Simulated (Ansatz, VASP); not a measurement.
**Cross-check of Te2Mo between VASP and Ansatz**

Aim: how closely do two programs agree when they are given the same cell, functional and k mesh? The cell is taken from a series of runs on this material, whose earlier steps may have relaxed, scaled, displaced or heated it; both programs get it as it stands.

Method: plane waves, with VASP 6.6.1 beside it; G0W0 gap at PBE, in Ansatz 0.2.0.

## 1. The starting structure

Symmetry: P6_3/mmc, No. 194, hexagonal system. Conventional cell: a = 3.518 Å, b = 3.518 Å, c = 14.113 Å, α = 90.00°, β = 90.00°, γ = 120.00°. Nearest to Te lie 3 Mo at 2.73 Å. Nearest to Mo lie 6 Te at 2.73 Å. Farther neighbours and most contacts between anions are not listed.

## 2. VASP: G0W0 gap, PBE

Quasiparticle shifts depend on high empty states and on the cores, so they are the hardest test of two PAW sets.

Lines of VASP's logs that name or quote its potential files are left out, and so is its time.

The run reads the wave functions of an earlier VASP run, which isn't shown here.

Contents of INCAR:

```
SYSTEM = Te2Mo
PREC = Accurate
ENCUT = 370
ISMEAR = 0
SIGMA = 0.01
LREAL = .FALSE.
GGA = PE
NBANDS = 592
LASPH = .TRUE.
ALGO = EVGW0
NELMGW = 1
ENCUTGW = 140
NOMEGA = 64
PRECFOCK = Fast
NBANDSGW = 48
LWAVE = .FALSE.
LCHARG = .FALSE.
```

Contents of POSCAR:

```
Te2Mo
1.0
    3.5182000000      0.0000000000      0.0000000000
   -1.7591000000      3.0468505756      0.0000000000
    0.0000000000      0.0000000000     14.1133360000
Te Mo
4 2
Direct
    0.3333333333      0.6666666667      0.6212835473
    0.6666666667      0.3333333333      0.1212835473
    0.3333333333      0.6666666667      0.8787164527
    0.6666666667      0.3333333333      0.3787164527
    0.3333333333      0.6666666667      0.2500000000
    0.6666666667      0.3333333333      0.7500000000
```

Contents of KPOINTS:

```
Automatic mesh
0
Gamma
6 6 2
0 0 0
```

PAW data sets: Te_GW and Mo_sv_GW (PBE family, release 64).

On the command line:

```console
> mpirun -np 16 vasp_std
```

Numbers of over 12 decimals in the logs are rounded to 6 here.

The program printed:

```text
[banner, memory and clock lines left out]
running   16 mpi-ranks, on    1 nodes
 distrk:  each k-point on   16 cores,    1 groups
 distr:  one band on    1 cores,   16 groups

 POSCAR found type information on POSCAR TeMo
 POSCAR found :  2 types and       6 ions
|                                                                             |
|           W    W    AA    RRRRR   N    N  II  N    N   GGGG   !!!           |
|           W    W   A  A   R    R  NN   N  II  NN   N  G    G  !!!           |
|           W    W  A    A  R    R  N N  N  II  N N  N  G       !!!           |
|           W WW W  AAAAAA  RRRRR   N  N N  II  N  N N  G  GGG   !            |
|           WW  WW  A    A  R   R   N   NN  II  N   NN  G    G                |
|           W    W  A    A  R    R  N    N  II  N    N   GGGG   !!!           |
|                                                                             |
|     For optimal performance we recommend to set                             |
|       NCORE = 2 up to number-of-cores-per-socket                            |
|     NCORE specifies how many cores store one orbital (NPAR=cpu/NCORE).      |
|     This setting can greatly improve the performance of VASP for DFT.       |
|     The default, NCORE=1 might be grossly inefficient on modern             |
|     multi-core architectures or massively parallel machines. Do your        |
|     Unfortunately you need to use the default for GW and RPA                |
|     calculations (for HF NCORE is supported but not extensively tested      |
|     yet).                                                                   |
|                                                                             |

|                                                                             |
|           W    W    AA    RRRRR   N    N  II  N    N   GGGG   !!!           |
|           W    W   A  A   R    R  NN   N  II  NN   N  G    G  !!!           |
|           W    W  A    A  R    R  N N  N  II  N N  N  G       !!!           |
|           W WW W  AAAAAA  RRRRR   N  N N  II  N  N N  G  GGG   !            |
|           WW  WW  A    A  R   R   N   NN  II  N   NN  G    G                |
|           W    W  A    A  R    R  N    N  II  N    N   GGGG   !!!           |
|                                                                             |
|     The default for ENCUTGWSOFT is different in this version of VASP.       |
|     please manually set ENCUTGWSOFT =140 in the INCAR file.                 |
|                                                                             |

 LDA part: xc-table for (Slater+PW92), standard interpolation
 found WAVECAR, reading the header
 POSCAR, INCAR and KPOINTS ok, starting setup
 FFT: planning ... GRIDC
 FFT: planning ... GRID_SOFT
 FFT: planning ... GRID
 reading WAVECAR
 the WAVECAR file was read successfully
 initial charge from wavefunction
 available memory per node:     46.87 GB, setting MAXMEM to     47992

 The Fermi energy was updated, please check that it is located mid-gap
 values below the HOMO (VB) or above the LUMO (CB) will cause erroneous energies
 E-fermi :   8.3699

 calculate exact exchange contribution
 the WAVEDER file was read successfully
|                                                                             |
|           W    W    AA    RRRRR   N    N  II  N    N   GGGG   !!!           |
|           W    W   A  A   R    R  NN   N  II  NN   N  G    G  !!!           |
|           W    W  A    A  R    R  N N  N  II  N N  N  G       !!!           |
|           W WW W  AAAAAA  RRRRR   N  N N  II  N  N N  G  GGG   !            |
|           WW  WW  A    A  R   R   N   NN  II  N   NN  G    G                |
|           W    W  A    A  R    R  N    N  II  N    N   GGGG   !!!           |
|                                                                             |
|     Automatic setting of frequency mesh for GW failed. Frequency mesh       |
|     properly not suitable for determining QP energies. Consider             |
|     increasing number of kpoints.                                           |
|                                                                             |

energies w=
    0.000    0.000    0.669    0.000    1.336    0.000    2.000    0.000
    2.660    0.000    3.314    0.000    3.962    0.000    4.602    0.000
    5.235    0.000    5.859    0.000    6.474    0.000    7.081    0.000
    7.680    0.000    8.271    0.000    8.854    0.000    9.431    0.000
   10.001    0.000   10.567    0.000   11.128    0.000   11.685    0.000
   12.241    0.000   12.795    0.000   13.349    0.000   13.905    0.000
   14.464    0.000   15.026    0.000   15.594    0.000   16.170    0.000
   16.754    0.000   17.349    0.000   17.956    0.000   18.579    0.000
   19.219    0.000   19.879    0.000   20.561    0.000   21.270    0.000
   22.008    0.000   22.781    0.000   23.592    0.000   24.447    0.000
   25.352    0.000   26.315    0.000   27.343    0.000   28.447    0.000
   29.638    0.000   30.931    0.000   32.342    0.000   33.892    0.000
   35.605    0.000   37.513    0.000   39.655    0.000   42.082    0.000
   44.855    0.000   48.061    0.000   51.812    0.000   56.262    0.000
   61.630    0.000   68.230    0.000   76.540    0.000   87.317    0.000
  101.832    0.000  122.412    0.000  153.801    0.000  207.420    0.000
 responsefunction array rank=     592
 LDA part: xc-table for (Slater+PW92), standard interpolation

 min. memory requirement per mpi rank    756.8 MB, per node  12109.6 MB

 allocating   4 responsefunctions rank=   592
 shmem allocating  64 responsefunctions rank=   592
 response function shared by NCSHMEM nodes    1
 Doing            4  frequencies on each core in blocks of           64
NQ=   1    0.0000    0.0000    0.0000,
|.........|.........|.........|.........|.........|.........|.........|.........
 performed       2914000 updates of chi_q(r,r)
 total number of BLAS operations       7338.67 Gflops
NQ=   2    0.1667    0.0000    0.0000,
|.........|.........|.........|.........|.........|.........|.........|.........
 performed       8443000 updates of chi_q(r,r)
 total number of BLAS operations      22321.17 Gflops
NQ=   3    0.3333   -0.0000    0.0000,
|.........|.........|.........|.........|.........|.........|.........|.........
 performed      13972000 updates of chi_q(r,r)
 total number of BLAS operations      36793.24 Gflops
NQ=   4    0.5000    0.0000    0.0000,
|.........|.........|.........|.........|.........|.........|.........|.........
 performed      18023000 updates of chi_q(r,r)
 total number of BLAS operations      47471.93 Gflops
NQ=   5    0.1667    0.1667    0.0000,
|.........|.........|.........|.........|.........|.........|.........|.........
 performed      23552000 updates of chi_q(r,r)
 total number of BLAS operations      61893.44 Gflops
NQ=   6    0.3333    0.1667    0.0000,
|.........|.........|.........|.........|.........|.........|.........|.........
 performed      29763000 updates of chi_q(r,r)
 total number of BLAS operations      77811.31 Gflops
NQ=   7    0.3333    0.3333    0.0000,
|.........|.........|.........|.........|.........|.........|.........|.........
 performed      33246000 updates of chi_q(r,r)
 total number of BLAS operations      86674.92 Gflops
NQ=   8    0.0000    0.0000    0.5000,
|.........|.........|.........|.........|.........|.........|.........|.........
 performed      36160000 updates of chi_q(r,r)
 total number of BLAS operations      94519.10 Gflops
NQ=   9    0.1667    0.0000    0.5000,
|.........|.........|.........|.........|.........|.........|.........|.........
 performed      41689000 updates of chi_q(r,r)
 total number of BLAS operations     109708.26 Gflops
NQ=  10    0.3333   -0.0000    0.5000,
|.........|.........|.........|.........|.........|.........|.........|.........
 performed      47218000 updates of chi_q(r,r)
 total number of BLAS operations     123978.62 Gflops
NQ=  11    0.5000    0.0000    0.5000,
|.........|.........|.........|.........|.........|.........|.........|.........
 performed      51269000 updates of chi_q(r,r)
 total number of BLAS operations     134288.48 Gflops
NQ=  12    0.1667    0.1667    0.5000,
|.........|.........|.........|.........|.........|.........|.........|.........
 performed      56798000 updates of chi_q(r,r)
 total number of BLAS operations     148760.54 Gflops
NQ=  13    0.3333    0.1667    0.5000,
|.........|.........|.........|.........|.........|.........|.........|.........
 performed      63009000 updates of chi_q(r,r)
 total number of BLAS operations     163900.69 Gflops
NQ=  14    0.3333    0.3333    0.5000,
|.........|.........|.........|.........|.........|.........|.........|.........
 performed      66492000 updates of chi_q(r,r)
 total number of BLAS operations     172953.89 Gflops
 resolving degeneracies of screened two electron integrals

 calculate QP shifts <psi_nk| G(iteration)W_0 |psi_nk>: iteration 1
 entering main loop
```

From OUTCAR (step 2):

```text
ion  position               nearest neighbor table
   1  0.333  0.667  0.621-   6 2.73   6 2.73   6 2.73   3 3.63
   2  0.667  0.333  0.121-   5 2.73   5 2.73   5 2.73   4 3.63
   3  0.333  0.667  0.879-   6 2.73   6 2.73   6 2.73   1 3.63
   4  0.667  0.333  0.379-   5 2.73   5 2.73   5 2.73   2 3.63
   5  0.333  0.667  0.250-   2 2.73   4 2.73   2 2.73   4 2.73   2 2.73   4 2.73
   6  0.667  0.333  0.750-   1 2.73   3 2.73   1 2.73   3 2.73   1 2.73   3 2.73

  LATTYP: Found a hexagonal cell.
 ALAT       =     3.5182000000
 C/A-ratio  =     4.0115218009

 Subroutine GETGRP returns: Found 24 space group operations
 (whereof 12 operations were pure point group operations)

The static configuration has the point symmetry D_3d.
 The point group associated with its full space group is D_6h.

 Found     14 irreducible k-points:

   k-points           NKPTS =     14   k-points in BZ     NKDIM =     72   number of bands    NBANDS=    592

   dimension x,y,z NGX =    24 NGY =   24 NGZ =   90
   dimension x,y,z NGXF=    48 NGYF=   48 NGZF=  180

   ENCUT  =  370.0 eV  27.19 Ry    5.21 a.u.   5.52  5.52 22.14*2*pi/ulx,y,z

   NELECT =      52.0000    total number of electrons

  energy-cutoff  :      370.00
  volume of cell :      151.29
      direct lattice vectors                 reciprocal lattice vectors
     3.518200000  0.000000000  0.000000000     0.284236257  0.164103880  0.000000000
    -1.759100000  3.046850576  0.000000000     0.000000000  0.328207759  0.000000000
     0.000000000  0.000000000 14.113336000     0.000000000  0.000000000  0.070854970

 k-points in reciprocal lattice and weights: Automatic mesh
   0.00000000  0.00000000  0.00000000       0.014
   0.16666667  0.00000000  0.00000000       0.083
   0.33333333 -0.00000000  0.00000000       0.083
   0.50000000  0.00000000  0.00000000       0.042
   0.16666667  0.16666667  0.00000000       0.083
   0.33333333  0.16666667  0.00000000       0.167
   0.33333333  0.33333333  0.00000000       0.028
   0.00000000  0.00000000  0.50000000       0.014
   0.16666667  0.00000000  0.50000000       0.083
[...]
0.33333333  0.16666667  0.50000000       0.167
   0.33333333  0.33333333  0.50000000       0.028

 E-fermi :   8.3699

 QP shifts <psi_nk| G(iteration)W_0 |psi_nk>: iteration 1
 for sc-GW calculations column KS-energies equals QP-energies in previous step
 and V_xc(KS)=  KS-energies - (<T + V_ion + V_H > + <T+V_H+V_ion>^1  + <V_x>^1)
 k-point   1 :       0.0000    0.0000    0.0000
  band No.  KS-energies  QP-energies   sigma(KS)   V_xc(KS)     V^pw_x(r,r')   Z            occupation Imag(sigma)
    ...
     23       7.0121       6.9840     -15.7823     -15.7441     -16.5870       0.7339       2.0000       0.1594
     24       7.0121       6.9840     -15.7823     -15.7441     -16.5870       0.7339       2.0000       0.1594
     25       7.5615       7.0622     -11.8484     -11.1996     -12.7824       0.7695       2.0000       0.1465
     26       7.9383       7.9149     -15.3560     -15.3239     -15.6465       0.7294       2.0000       0.1087
     27      10.8958      11.0590     -12.5201     -12.7359      -8.5753       0.7564       0.0000      -0.2596
     28      10.8958      11.0590     -12.5201     -12.7359      -8.5753       0.7564       0.0000      -0.2596
     29      11.0201      11.1736     -12.4369     -12.6394      -8.4287       0.7579       0.0000      -0.2692
     30      11.0201      11.1736     -12.4369     -12.6394      -8.4287       0.7579       0.0000      -0.2692
    ...

 k-point   2 :       0.1667    0.0000    0.0000
  band No.  KS-energies  QP-energies   sigma(KS)   V_xc(KS)     V^pw_x(r,r')   Z            occupation Imag(sigma)
    ...
     23       6.7739       6.4491     -13.1472     -12.7161     -14.1936       0.7536       2.0000       0.1725
     24       6.9932       6.9426     -14.9373     -14.8676     -15.7942       0.7269       2.0000       0.1816
     25       7.5300       7.4782     -15.0309     -14.9599     -15.5974       0.7301       2.0000       0.1380
     26       7.6615       7.1917     -11.8582     -11.2488     -12.7142       0.7709       2.0000       0.1374
     27       9.7645       9.9796     -13.2339     -13.5223      -9.3940       0.7462       0.0000      -0.2359
     28      10.0428      10.3524     -13.6596     -14.0722      -9.7737       0.7505       0.0000      -0.2247
     29      10.0507      10.2743     -13.6501     -13.9520      -9.6437       0.7409       0.0000      -0.2667
     30      10.2955      10.5859     -13.7767     -14.1644      -9.8256       0.7492       0.0000      -0.2367
    ...

 k-point   3 :       0.3333   -0.0000    0.0000
  band No.  KS-energies  QP-energies   sigma(KS)   V_xc(KS)     V^pw_x(r,r')   Z            occupation Imag(sigma)
    ...
     23       6.7174       6.6140     -14.3276     -14.1863     -15.3208       0.7317       2.0000       0.2024
     24       6.9310       6.8316     -14.4842     -14.3485     -15.3853       0.7324       2.0000       0.1833
     25       7.1419       6.8994     -13.7024     -13.3765     -14.6814       0.7442       2.0000       0.1720
     26       7.2778       7.0803     -14.1148     -13.8489     -14.9793       0.7429       2.0000       0.1615
     27       9.0955       9.4208     -14.7407     -15.1879     -10.9129       0.7276       0.0000      -0.2159
     28       9.4981       9.7890     -14.7407     -15.1392     -10.9837       0.7303       0.0000      -0.2258
     29       9.6701       9.9929     -15.0034     -15.4474     -10.8800       0.7272       0.0000      -0.2636
     30       9.7140       9.9869     -14.6039     -14.9762     -10.7672       0.7329       0.0000      -0.2401
    ...

 k-point   4 :       0.5000    0.0000    0.0000
  band No.  KS-energies  QP-energies   sigma(KS)   V_xc(KS)     V^pw_x(r,r')   Z            occupation Imag(sigma)
    ...
     23       6.9988       6.7044     -12.8610     -12.4687     -13.7322       0.7504       2.0000       0.1644
     24       7.0402       6.8712     -13.8970     -13.6683     -14.7255       0.7392       2.0000       0.1678
     25       7.4331       7.0402     -12.2680     -11.7528     -13.1222       0.7625       2.0000       0.1469
     26       7.7030       7.3487     -12.6922     -12.2269     -13.4153       0.7614       2.0000       0.1332
     27       9.2791       9.7370     -16.7389     -17.3834     -12.7936       0.7104       0.0000      -0.2335
     28       9.3320       9.7738     -16.5202     -17.1406     -12.5338       0.7123       0.0000      -0.2386
     29       9.4492       9.8511     -15.7712     -16.3319     -11.5557       0.7168       0.0000      -0.2634
     30       9.7830      10.2008     -16.3389     -16.9243     -11.8551       0.7136       0.0000      -0.3040
    ...

[... 4 further parts left out ...]
```

[end of part 1 of 2]

[Lines on the potential files, build, host, timing and source positions are cut from VASP's logs without a mark.]

[Logs are printed without paths, hosts, clocks, repeated set-up lines and the standing remarks that a program may print on its own settings, such as how far it seeks lower states.]

[Hosts, paths, dates, database ids (printed as entryN), source tags and the programs' standing remarks are cut or masked in the printed files.]
